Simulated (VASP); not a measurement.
Set up this calculation in VASP 6.6.1, as the native input.

```yaml
Task: single point
Functional: r2SCAN
Potentials_or_basis: VASP PAW PBE potentials, release 64 (Co, Si)
Cutoff: 520 eV
k_mesh: 8 × 8 × 8
Occupations: gaussian, width 0.05 eV
Spin: no spin polarisation
Dipole_correction: no
Further_INCAR_settings: ALGO = Normal; EDIFF = 1e-07; NBANDS = 36
```

CoSi:

```xyz
8
Lattice="4.4406 0.0000 0.0000 0.0000 4.4406 0.0000 0.0000 0.0000 4.4406" Properties=species:S:1:pos:R:3 pbc="T T T"
Co    0.6398    0.6398    0.6398
Co    1.5805    3.8008    2.8601
Co    2.8601    1.5805    3.8008
Co    3.8008    2.8601    1.5805
Si    3.7438    3.7438    3.7438
Si    2.9172    0.6969    1.5234
Si    1.5234    2.9172    0.6969
Si    0.6969    1.5234    2.9172
```

The input as run:

POSCAR

```
CoSi
1.0
    4.4406267456      0.0000000000      0.0000000000
    0.0000000000      4.4406267456      0.0000000000
    0.0000000000      0.0000000000      4.4406267456
Co Si
4 4
Direct
    0.1440870035      0.1440870035      0.1440870035
    0.3559129965      0.8559129965      0.6440870035
    0.6440870035      0.3559129965      0.8559129965
    0.8559129965      0.6440870035      0.3559129965
    0.8430684470      0.8430684470      0.8430684470
    0.6569315530      0.1569315530      0.3430684470
    0.3430684470      0.6569315530      0.1569315530
    0.1569315530      0.3430684470      0.6569315530
```

INCAR.step1

```
PREC = Accurate ; ENCUT = 520
ISMEAR = 0 ; SIGMA = 0.05
LREAL = F ; LASPH = T
NELM = 100 ; NBANDS = 36
GGA = PE ; ALGO = Normal
EDIFF = 1E-4 ; LWAVE = T
LCHARG = F
```

INCAR.step2

```
PREC = Accurate ; ENCUT = 520
EDIFF = 1E-7 ; ISMEAR = 0
SIGMA = 0.05 ; LREAL = F
LASPH = T ; NELM = 100
ALGO = Normal ; ISIF = 2
LWAVE = F ; LCHARG = F
METAGGA = R2SCAN ; LMIXTAU = T
NBANDS = 36 ; ISTART = 1
```

KPOINTS

```
Automatic mesh
0
Gamma
  8 8 8
```

Potentials or basis: VASP PAW PBE potentials, release 64 (Co, Si).

Command:

```console
$ cat potpaw_PBE.64/Co/POTCAR potpaw_PBE.64/Si/POTCAR > POTCAR
$ cp INCAR.step1 INCAR
$ mpirun -np 1 vasp_std > vasp.out
$ cp INCAR.step2 INCAR
$ mpirun -np 1 vasp_std > vasp.out
```

It gave:

| Quantity | Value |
| --- | --- |
| Pressure | -8.7 GPa |
| Largest force | 0.007 eV/Å |
| Band gap on the k mesh | none (metal or under the smearing width) |

Caveat: the PAW data sets were made with another functional, which shifts forces and pressure a little.

It took 3.9 min on 1 thread of Intel(R) Xeon(R) 6975P-C (Granite Rapids) (shared host), peak memory 0.28 GiB.
